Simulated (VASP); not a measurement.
All values below come from PBE GGA, VASP's PBE PAW potentials (set 64) (plane waves; VASP).

VASP ran on this input.

KPOINTS:
```
k-points along high-symmetry lines
15
Line-mode
Reciprocal
  0.000000   0.000000   0.000000 ! GAMMA
 -0.500000  -0.500000   0.000000 ! X

 -0.500000  -0.500000   0.000000 ! X
 -0.375000  -0.375000   0.250000 ! U

 -0.375000  -0.000000   0.375000 ! K
  0.000000   0.000000   0.000000 ! GAMMA

  0.000000   0.000000   0.000000 ! GAMMA
 -0.000000  -0.000000   0.500000 ! L

 -0.000000  -0.000000   0.500000 ! L
 -0.500000  -0.250000   0.250000 ! W

 -0.500000  -0.250000   0.250000 ! W
 -0.500000  -0.500000   0.000000 ! X
```

### INCAR
```
! general
SYSTEM  = CuI
PREC    = Accurate
ENCUT   = 400
LREAL   = F
LASPH   = T
ICHARG  = 11

! electronic loop
EDIFF   = 1E-7
NELM    = 100
ALGO    = Normal
LMAXMIX = 4

! smearing
ISMEAR  = 0
SIGMA   = 0.05

! functional
GGA     = PE

! output
LWAVE   = F
LCHARG  = F
LORBIT  = 11
```

File POSCAR:
```
CuI
1
    0.0000000000     3.0353534981     3.0353534981
    3.0353534981     0.0000000000     3.0353534981
    3.0353534981     3.0353534981    -0.0000000000
Cu I
1 1
Direct
  1.0000000000   0.0000000000   0.0000000000
  0.2500000000   0.2500000000   0.2500000000
```

POTCAR, in this order: Cu I (PBE.64 set). Program: vasp_std. Read from the step before: CHGCAR.

What VASP printed:

### OUTCAR
```
 ion  position               nearest neighbor table
   1  0.000  0.000  0.000-   2 2.63   2 2.63   2 2.63   2 2.63
   2  0.250  0.250  0.250-   1 2.63   1 2.63   1 2.63   1 2.63
  LATTYP: Found a face centered cubic cell.
 ALAT       =     6.0707069962
 Subroutine PRICEL returns:
 Original cell was already a primitive cell.
 Subroutine GETGRP returns: Found 24 space group operations
The static configuration has the point symmetry T_d .
The dynamic configuration has the point symmetry T_d .
 Subroutine INISYM returns: Found 24 space group operations
   k-points           NKPTS =     90   k-points in BZ     NKDIM =     90   number of bands    NBANDS=     13
   number of dos      NEDOS =    301   number of ions     NIONS =      2
   total plane-waves  NPLWV =  21952
   dimension x,y,z NGX =    28 NGY =   28 NGZ =   28
   dimension x,y,z NGXF=    56 NGYF=   56 NGZF=   56
   ions per type =               1   1
   PREC   = accura    normal or accurate (medium, high low for compatibility)
   ISTART =      0    job   : 0-new  1-cont  2-samecut
   ICHARG =     11    charge: 1-file 2-atom 10-const
   ISPIN  =      1    spin polarized calculation?
   LNONCOLLINEAR =      F non collinear calculations
   LSORBIT =      F    spin-orbit coupling
   INIWAV =      1    electr: 0-lowe 1-rand  2-diag
   ENCUT  =  400.0 eV  29.40 Ry    5.42 a.u.   7.00  7.00  7.00*2*pi/ulx,y,z
   NELM   =    100;   NELMIN=  2; NELMDL= -5     # of ELM steps
   EDIFF  = 0.1E-06   stopping-criterion for ELM
   LREAL  =      F    real-space projection
   NLSPLINE    = F    spline interpolate recip. space projectors
   LMAXMIX     =    4 max onsite mixed and CHGCAR
   VOSKOWN=      0    Vosko Wilk Nusair interpolation
   EDIFFG = 0.1E-05   stopping-criterion for IOM
   NSW    =      0    number of steps for IOM
   NBLOCK =      1;   KBLOCK =      1    inner block; outer block
   IBRION =     -1    ionic relax: 0-MD 1-quasi-New 2-CG
   NFREE  =      0    steps in history (QN), initial steepest desc. (CG)
   ISIF   =      2    stress and relaxation
   ISYM   =      2    0-nonsym 1-usesym 2-fastsym
   TEIN   =    0.0    initial temperature
   TEBEG  =    0.0;   TEEND  =   0.0 temperature during run
...
```

### OSZICAR
```
       N       E                     dE             d eps       ncg     rms          rms(c)
DAV:   1     0.993979355516E+02    0.99398E+02   -0.69078E+03  2340   0.120E+03
DAV:   2     0.250790014462E+01   -0.96890E+02   -0.91009E+02  2385   0.249E+02
DAV:   3    -0.456766344539E+01   -0.70756E+01   -0.69028E+01  3164   0.756E+01
DAV:   4    -0.478755927389E+01   -0.21990E+00   -0.21975E+00  2987   0.129E+01
DAV:   5    -0.479436919643E+01   -0.68099E-02   -0.68097E-02  3281   0.226E+00
DAV:   6    -0.479456263550E+01   -0.19344E-03   -0.19344E-03  3129   0.342E-01
DAV:   7    -0.479456506972E+01   -0.24342E-05   -0.24342E-05  3311   0.367E-02
DAV:   8    -0.479456511127E+01   -0.41551E-07   -0.41576E-07  2932   0.434E-03
   1 F= -.47945651E+01 E0= -.47945651E+01  d E =-.150048E-11
```

**OUTCAR**
```
 val. band max:        4.3906203590   @ k =   0.0000   0.0000   0.0000

 cond. band min:       5.5214491288   @ k =   0.0000   0.0000   0.0000



 k-point     1 :       0.0000    0.0000    0.0000
  band No.  band energies     occupation
      1      -9.6012      2.00000
      2       0.7687      2.00000
      3       0.7687      2.00000
      4       0.7687      2.00000
      5       2.5562      2.00000
      6       2.5562      2.00000
      7       4.3906      2.00000
      8       4.3906      2.00000
      9       4.3906      2.00000
     10       5.5214      0.00000
     11       9.2645      0.00000
     12       9.2645      0.00000
     13       9.2645      0.00000

 k-point     2 :      -0.0357   -0.0357    0.0000
  band No.  band energies     occupation
      1      -9.5931      2.00000
      2       0.7392      2.00000
      3       0.7672      2.00000
      4       0.7672      2.00000
      5       2.5533      2.00000
      6       2.5572      2.00000
      7       4.3061      2.00000
      8       4.3627      2.00000
      9       4.3627      2.00000
     10       5.6487      0.00000
     11       9.1938      0.00000
     12       9.3131      0.00000
     13       9.3131      0.00000

 k-point     3 :      -0.0714   -0.0714    0.0000
  band No.  band energies     occupation
      1      -9.5692      2.00000
      2       0.6533      2.00000
      3       0.7628      2.00000
      4       0.7628      2.00000
      5       2.5453      2.00000
      6       2.5604      2.00000
      7       4.1251      2.00000
      8       4.2834      2.00000
      9       4.2834      2.00000
     10       5.9524      0.00000
     11       9.0073      0.00000
     12       9.4548      0.00000
     13       9.4548      0.00000

 k-point     4 :      -0.1071   -0.1071    0.0000
  band No.  band energies     occupation
      1      -9.5302      2.00000
      2       0.5183      2.00000
      3       0.7559      2.00000
      4       0.7559      2.00000
...
```

The density is held fixed in this step, so its total energy and stress have no physical meaning. Unless said otherwise, spin-orbit coupling is left out, though it shifts the bands of the heavy elements here.

The compound is CuI in the zinc blende structure. It was relaxed first.
